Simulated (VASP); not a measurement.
# Sn3P2 (R-3m) in VASP: band structure with PBE

Aim: the band structure of Sn3P2 with PBE.

All numbers are computed with VASP 6.6.1; they aren't measurements. Logs are shortened: lines on timing, memory, paths and dates and some standing lists are left out, and cuts for length are marked.

**1. Starting point**

Symmetry: R-3m, No. 166, trigonal system. The conventional cell has a = 4.053 Å, b = 4.053 Å, c = 25.746 Å, α = 90.00°, β = 90.00°, γ = 120.00°. Sn (site symmetry 3m) has 3 P at 2.72 Å as nearest neighbours. Sn (site symmetry -3m) is surrounded by 6 P at 2.90 Å. P (site symmetry 3m) has 6 Sn at 2.72 to 2.90 Å as nearest neighbours.

The cell was built by a generator and needn't be a form met in nature.

**2. Band structure, PBE**

File POSCAR:

```
Sn3P2
1.0
    2.0266330000      1.1700770000      8.5821000000
   -2.0266330000      1.1700770000      8.5821000000
    0.0000000000     -2.3401540000      8.5821000000
Sn P
3 2
Direct
    0.2128750000      0.2128750000      0.2128750000
    0.7871250000      0.7871250000      0.7871250000
    0.0000000000      0.0000000000      0.0000000000
    0.6002230000      0.6002230000      0.6002230000
    0.3997770000      0.3997770000      0.3997770000
```

File INCAR.step1:

```
SYSTEM = Sn3P2
  ALGO = Normal
  EDIFF = 1E-7
  ENCUT = 520
  GGA = PE
  ISIF = 2
  ISMEAR = 0
  LASPH = .TRUE.
  LCHARG = .TRUE.
  LREAL = .FALSE.
  LWAVE = .FALSE.
  NELM = 60
  PREC = Accurate
  SIGMA = 0.1
```

File KPOINTS.step1:

```
k-points
0
G
  8 8 8
  0 0 0
```

File INCAR.step2:

```
SYSTEM = Sn3P2
  ALGO = Normal
  EDIFF = 1E-7
  ENCUT = 520
  GGA = PE
  ICHARG = 11
  ISIF = 2
  ISMEAR = 0
  LASPH = .TRUE.
  LCHARG = .FALSE.
  LREAL = .FALSE.
  LWAVE = .FALSE.
  NELM = 60
  PREC = Accurate
  SIGMA = 0.05
```

File KPOINTS.step2:

```
path GLB1,BZGX,QFP1Z,LP
10
line-mode
reciprocal
 0.0000000000  0.0000000000  0.0000000000  G
 0.5000000000  0.0000000000  0.0000000000  L

 0.5000000000  0.0000000000  0.0000000000  L
 0.5000000000  0.1790589263 -0.1790589263  B1

 0.8209410737  0.5000000000  0.1790589263  B
 0.5000000000  0.5000000000  0.5000000000  Z

 0.5000000000  0.5000000000  0.5000000000  Z
 0.0000000000  0.0000000000  0.0000000000  G

 0.0000000000  0.0000000000  0.0000000000  G
 0.3395294632  0.0000000000 -0.3395294632  X

 0.6604705368  0.3395294632  0.0000000000  Q
 0.5000000000  0.5000000000  0.0000000000  F

 0.5000000000  0.5000000000  0.0000000000  F
 0.6604705368  0.6604705368  0.1790589263  P1

 0.6604705368  0.6604705368  0.1790589263  P1
 0.5000000000  0.5000000000  0.5000000000  Z

 0.5000000000  0.0000000000  0.0000000000  L
 0.8209410737  0.3395294632  0.3395294632  P
```

Potentials or basis: VASP PAW PBE potentials, release 64 (Sn_d, P).

Run with:

```console
$ cat potpaw_PBE.64/Sn_d/POTCAR potpaw_PBE.64/P/POTCAR > POTCAR
$ cp INCAR.step1 INCAR
$ cp KPOINTS.step1 KPOINTS
$ mpirun -np 1 vasp_std > vasp.out
$ cp INCAR.step2 INCAR
$ cp KPOINTS.step2 KPOINTS
$ mpirun -np 1 vasp_std > vasp.out
```

OUTCAR:

```text
SYSTEM = Sn3P2
   EDIFF = 1E-7
   ENCUT = 520
   GGA = PE
   ICHARG = 11
   ISIF = 2
   ISMEAR = 0
   LASPH = .TRUE.
   LREAL = .FALSE.
   NELM = 60
   PREC = Accurate

 ion  position               nearest neighbor table
   1  0.213  0.213  0.213-   4 2.72   4 2.72   4 2.72   2 3.34   2 3.34   2 3.34
   2  0.787  0.787  0.787-   5 2.72   5 2.72   5 2.72   1 3.34   1 3.34   1 3.34
   3  0.000  0.000  0.000-   4 2.90   5 2.90   4 2.90   4 2.90   5 2.90   5 2.90
   4  0.600  0.600  0.600-   1 2.72   1 2.72   1 2.72   3 2.90   3 2.90   3 2.90
   5  0.400  0.400  0.400-   2 2.72   2 2.72   2 2.72   3 2.90   3 2.90   3 2.90

  LATTYP: Found a trigonal (rhomboedric) cell.
 ALAT       =     8.8954348917
 COS(alpha) =     0.8961884094

  Lattice vectors:

 A1 = (   2.0266330000,   1.1700770000,   8.5821000000)
 A2 = (  -2.0266330000,   1.1700770000,   8.5821000000)
 A3 = (   0.0000000000,  -2.3401540000,   8.5821000000)

Analysis of symmetry for initial positions (statically):
=====================================================================
 Subroutine PRICEL returns:
 Original cell was already a primitive cell.

 Routine SETGRP: Setting up the symmetry group for a
 trigonal (rhombohedral) supercell.

 Subroutine GETGRP returns: Found 12 space group operations
 (whereof 12 operations were pure point group operations)
 out of a pool of 12 trial point group operations.

The static configuration has the point symmetry D_3d.

Analysis of symmetry for dynamics (positions and initial velocities):
=====================================================================
 Subroutine PRICEL returns:
 Original cell was already a primitive cell.

 Routine SETGRP: Setting up the symmetry group for a
 trigonal (rhombohedral) supercell.

 Subroutine GETGRP returns: Found 12 space group operations
 (whereof 12 operations were pure point group operations)
 out of a pool of 12 trial point group operations.

The dynamic configuration has the point symmetry D_3d.

 Subroutine INISYM returns: Found 12 space group operations
 (whereof 12 operations are pure point group operations),
 and found     1 'primitive' translations

----------------------------------------------------------------------------------------

                                     Primitive cell

  volume of cell :     122.1053

  direct lattice vectors                    reciprocal lattice vectors
     2.026633000  1.170077000  8.582100000     0.246714625  0.142440768  0.038840532
    -2.026633000  1.170077000  8.582100000    -0.246714625  0.142440768  0.038840532
     0.000000000 -2.340154000  8.582100000     0.000000000 -0.284881536  0.038840532

  length of vectors
     8.895434892  8.895434892  8.895434849     0.287517070  0.287517070  0.287517089

  position of ions in fractional coordinates (direct lattice)
     0.212875000  0.212875000  0.212875000
     0.787125000  0.787125000  0.787125000
     0.000000000  0.000000000  0.000000000
     0.600223000  0.600223000  0.600223000
     0.399777000  0.399777000  0.399777000

  ion indices of the primitive-cell ions
   primitive index   ion index
                 1           1
                 2           2
                 3           3
                 4           4
                 5           5

----------------------------------------------------------------------------------------

 KPOINTS: path GLB1,BZGX,QFP1Z,LP

Interpolating k-points between supplied coordinates.

 Line segments in fractional coordinates (reciprocal lattice):
    0.000000  0.000000  0.000000  ...  0.500000  0.000000  0.000000
    0.500000  0.000000  0.000000  ...  0.500000  0.179059 -0.179059
    0.820941  0.500000  0.179059  ...  0.500000  0.500000  0.500000
    0.500000  0.500000  0.500000  ...  0.000000  0.000000  0.000000
    0.000000  0.000000  0.000000  ...  0.339529  0.000000 -0.339529
    0.660471  0.339529  0.000000  ...  0.500000  0.500000  0.000000
    0.500000  0.500000  0.000000  ...  0.660471  0.660471  0.179059
    0.660471  0.660471  0.179059  ...  0.500000  0.500000  0.500000
    0.500000  0.000000  0.000000  ...  0.820941  0.339529  0.339529

 Generated    10 points on each line segment, for a total of     90 k-points:

 Following reciprocal coordinates:
            Coordinates               Weight
  0.000000  0.000000  0.000000      0.011111
  0.055556  0.000000  0.000000      0.011111
  0.111111  0.000000  0.000000      0.011111
  0.166667  0.000000  0.000000      0.011111
  0.222222  0.000000  0.000000      0.011111
  0.277778  0.000000  0.000000      0.011111
[... 16 lines left out ...]
  0.749621  0.500000  0.250379      0.011111
  0.713961  0.500000  0.286039      0.011111
 [... further k-points ...]
   k-points           NKPTS =     90   k-points in BZ     NKDIM =     90   number of bands    NBANDS=     31
   number of dos      NEDOS =    301   number of ions     NIONS =      5
   total plane-waves  NPLWV = 343000
   dimension x,y,z NGX =    70 NGY =   70 NGZ =   70
   dimension x,y,z NGXF=   140 NGYF=  140 NGZF=  140
   ions per type =               3   2
   NGX,Y,Z   is equivalent  to a cutoff of  13.08, 13.08, 13.08 a.u.
   NGXF,Y,Z  is equivalent  to a cutoff of  26.16, 26.16, 26.16 a.u.
 SYSTEM =  Sn3P2
   PREC   = accura    normal or accurate (medium, high low for compatibility)
   ISTART =      0    job   : 0-new  1-cont  2-samecut
   ICHARG =     11    charge: 1-file 2-atom 10-const
   ISPIN  =      1    spin polarized calculation?
   LNONCOLLINEAR =      F non collinear calculations
   LSORBIT =      F    spin-orbit coupling
   LASPH  =      T    aspherical Exc in radial PAW
   ENCUT  =  520.0 eV  38.22 Ry    6.18 a.u.  16.54 16.54 16.54*2*pi/ulx,y,z
   NELM   =     60;   NELMIN=  2; NELMDL=  0     # of ELM steps
   EDIFF  = 0.1E-06   stopping-criterion for ELM
   LREAL  =      F    real-space projection
   EDIFFG = 0.1E-05   stopping-criterion for IOM
   NSW    =      0    number of steps for IOM
   IBRION =     -1    ionic relax: 0-MD 1-quasi-New 2-CG
   NFREE  =      0    steps in history (QN), initial steepest desc. (CG)
   ISIF   =      2    stress and relaxation
   ISYM   =      2    0-nonsym 1-usesym 2-fastsym
   POTIM  = 0.5000    time-step for ionic-motion
   TEBEG  =    0.0;   TEEND  =   0.0 temperature during run
   PSTRESS=    0.0 pullay stress
   NELECT =      52.0000    total number of electrons
   NUPDOWN=      -1.0000    fix difference up-down
   EMIN   =  10.00;   EMAX   =-10.00  energy-range for DOS
   EFERMI =   0.00;   METHOD = LEGACY
   ISMEAR =     0;   SIGMA  =   0.05  broadening in eV -4-tet -1-fermi 0-gaus
   EFERMI_NEDOS =   21; number of points for ismear=-14 and -15
   IALGO  =     38    algorithm
   IMIX   =      4    mixing-type and parameters
     AMIX     =   0.40;   BMIX     =  1.00
     AMIX_MAG =   1.60;   BMIX_MAG =  1.00
  volume/ion in A,a.u.               =      24.42       164.80
  Fermi-wavevector in a.u.,A,eV,Ry     =   1.231680  2.327537 20.640516  1.517035
  Thomas-Fermi vector in A             =   2.366480
   LORBIT       =      0    0 simple, 1 ext, 2 COOP (PROOUT), +10 PAW based schemes
   GGA     = PE    functional components
   LHFCALC =     F    Hartree Fock is set to
   AEXX    =    0.0000 exact exchange contribution
   IVDW    =     0    specifies the selected vdW correction
   LEPSILON=     F    determine dielectric tensor
   LRPA    =     F    only Hartree local field effects (RPA)
 non-spin polarized calculation
 Gauss-broadening in eV      SIGMA  =   0.05
  energy-cutoff  :      520.00
  volume of cell :      122.11
 maximum number of plane-waves:      3325
 NGX is ok and might be reduce to    70

 number of electron      52.0000004 magnetization

 Free energy of the ion-electron system (eV)
  ---------------------------------------------------
  ext. energy  EPLUGINS =         0.00000000
  ---------------------------------------------------
  free energy    TOTEN  =       -20.85894446 eV

  energy without entropy =      -20.85663450  energy(sigma->0) =      -20.85778948

 E-fermi :   7.4857     XC(G=0): -10.0565

 val. band max:        7.4689072837   @ k =   0.5713   0.5000   0.4287
 cond. band min:       7.4881264846   @ k =   0.5713   0.5713   0.0796
 fundamental gap:      0.0192192009
 Fermi energy:         7.4857461327

 k-point     1 :       0.0000    0.0000    0.0000
  band No.  band energies     occupation
      1     -14.3260      2.00000
      2     -14.3260      2.00000
      3     -14.3146      2.00000
      4     -14.3146      2.00000
      5     -14.3122      2.00000
      6     -14.3031      2.00000
[... 23 lines left out ...]
     30       9.3775      0.00000
     31       9.4406      0.00000

 k-point     2 :       0.0556    0.0000    0.0000
  band No.  band energies     occupation
      1     -14.3264      2.00000
      2     -14.3252      2.00000
      3     -14.3149      2.00000
      4     -14.3146      2.00000
      5     -14.3119      2.00000
      6     -14.3038      2.00000
[... 23 lines left out ...]
     30       9.6390      0.00000
     31      10.0089      0.00000

 k-point     3 :       0.1111    0.0000    0.0000
  band No.  band energies     occupation
      1     -14.3275      2.00000
      2     -14.3228      2.00000
      3     -14.3160      2.00000
      4     -14.3147      2.00000
      5     -14.3112      2.00000
      6     -14.3052      2.00000
[... 23 lines left out ...]
     30      10.1668      0.00000
     31      10.5077      0.00000

 k-point     4 :       0.1667    0.0000    0.0000
  band No.  band energies     occupation
      1     -14.3294      2.00000
      2     -14.3192      2.00000
      3     -14.3174      2.00000
      4     -14.3145      2.00000
      5     -14.3110      2.00000
      6     -14.3060      2.00000
[... 23 lines left out ...]
     30      10.5476      0.00000
     31      10.8087      0.00000

 k-point     5 :       0.2222    0.0000    0.0000
  band No.  band energies     occupation
      1     -14.3322      2.00000
      2     -14.3197      2.00000
      3     -14.3145      2.00000
      4     -14.3142      2.00000
      5     -14.3123      2.00000
      6     -14.3047      2.00000
[... 23 lines left out ...]
     30      10.2352      0.00000
     31      10.5477      0.00000
[... 542 lines left out ...]
     30      10.6151      0.00000
     31      11.0917      0.00000

 k-point    22 :       0.7853    0.5000    0.2147
  band No.  band energies     occupation
      1     -14.3448      2.00000
      2     -14.3261      2.00000
      3     -14.3101      2.00000
      4     -14.3059      2.00000
      5     -14.3040      2.00000
      6     -14.2980      2.00000
[... 23 lines left out ...]
     30      10.1464      0.00000
     31      10.5473      0.00000

 k-point    23 :       0.7496    0.5000    0.2504
  band No.  band energies     occupation
      1     -14.3435      2.00000
      2     -14.3242      2.00000
      3     -14.3104      2.00000
      4     -14.3075      2.00000
      5     -14.3062      2.00000
      6     -14.2990      2.00000
[... 23 lines left out ...]
     30      10.6313      0.00000
     31      10.6736      0.00000

 k-point    24 :       0.7140    0.5000    0.2860
  band No.  band energies     occupation
      1     -14.3408      2.00000
      2     -14.3233      2.00000
      3     -14.3113      2.00000
      4     -14.3086      2.00000
      5     -14.3072      2.00000
      6     -14.3017      2.00000
[... 23 lines left out ...]
     30      11.0784      0.00000
     31      11.1567      0.00000

 [... further k-points ...]

------------------------ aborting loop because EDIFF is reached ----------------------------------------

  FORCE on cell =-STRESS in cart. coord.  units (eV):
  Direction    XX          YY          ZZ          XY          YZ          ZX
  --------------------------------------------------------------------------------------
  -------------------------------------------------------------------------------------
  Total       -1.2466807     -1.2466805     -0.4162249      0.0000000      0.0000000     -0.0000000
  in kB      -16.3580467    -16.3580437     -5.4614040      0.0000000      0.0000000     -0.0000000
  external PRESSURE =     -12.7258315 kB  Pullay stress =       0.0000000 kB

 VOLUME and BASIS-vectors are now :
 -----------------------------------------------------------------------------
  energy-cutoff  :      520.00
  volume of cell :      122.11
      direct lattice vectors                 reciprocal lattice vectors
     2.026633000  1.170077000  8.582100000     0.246714625  0.142440768  0.038840532
    -2.026633000  1.170077000  8.582100000    -0.246714625  0.142440768  0.038840532
     0.000000000 -2.340154000  8.582100000     0.000000000 -0.284881536  0.038840532

 POSITION                                       TOTAL-FORCE (eV/Angst)
 -----------------------------------------------------------------------------------
      0.00000      0.00000      5.48074         0.000000      0.000000      0.138490
      0.00000      0.00000     20.26556         0.000000     -0.000000     -0.138490
      0.00000      0.00000      0.00000         0.000000      0.000000     -0.000000
      0.00000      0.00000     15.45352         0.000000      0.000000      0.059821
      0.00000      0.00000     10.29278         0.000000      0.000000     -0.059821
 -----------------------------------------------------------------------------------
    total drift:                               -0.000000     -0.000000     -0.000000

  FREE ENERGIE OF THE ION-ELECTRON SYSTEM (eV)
  ---------------------------------------------------
  free  energy   TOTEN  =       -20.8589444567 eV

  energy  without entropy=      -20.8566345021  energy(sigma->0) =      -20.85778948
```

Wall time 21 min (1 thread of Intel Xeon 6975P-C (Granite Rapids), shared host); peak memory 0.81 GiB.

Results:

```yaml
Band_gap_along_the_path: none (metal or under the smearing width)
```

Levels at the corners of the path, in eV from the Fermi level:
| point | band 24 | band 25 | band 26 | band 27 | band 28 | band 29 |
| --- | --- | --- | --- | --- | --- | --- |
| Γ | -1.49 | -0.07 | 0.14 | 1.46 | 1.46 | 2.01 |
| L | -2.56 | -1.97 | -1.67 | -0.49 | 1.88 | 1.92 |
| L | -2.56 | -1.97 | -1.67 | -0.49 | 1.88 | 1.92 |
| B1 | -3.06 | -2.69 | -1.21 | 0.39 | 1.91 | 2.02 |
| B | -3.06 | -2.69 | -1.21 | 0.39 | 1.91 | 2.02 |
| Z | -1.49 | -1.19 | 0.25 | 1.03 | 1.03 | 1.94 |
| Z | -1.49 | -1.19 | 0.25 | 1.03 | 1.03 | 1.94 |
| Γ | -1.49 | -0.07 | 0.14 | 1.46 | 1.46 | 2.01 |
| Γ | -1.49 | -0.07 | 0.14 | 1.46 | 1.46 | 2.01 |
| X | -3.24 | -2.20 | -1.54 | 0.88 | 0.97 | 2.64 |
| Q | -3.24 | -2.20 | -1.54 | 0.88 | 0.97 | 2.64 |
| F | -3.09 | -2.29 | -0.27 | -0.12 | 0.66 | 2.06 |
| F | -3.09 | -2.29 | -0.27 | -0.12 | 0.66 | 2.06 |
| P1 | -2.83 | -2.38 | -0.87 | 0.47 | 0.88 | 1.56 |
| P1 | -2.83 | -2.38 | -0.87 | 0.47 | 0.88 | 1.56 |
| Z | -1.49 | -1.19 | 0.25 | 1.03 | 1.03 | 1.94 |
| L | -2.56 | -1.97 | -1.67 | -0.49 | 1.88 | 1.92 |
| P | -2.83 | -2.38 | -0.87 | 0.47 | 0.88 | 1.56 |

Caveat: the log is that of the step along the path at fixed density, whose energy, stress, charges and moments have no meaning; spin-orbit coupling is left out, which moves the levels of the heavy elements.
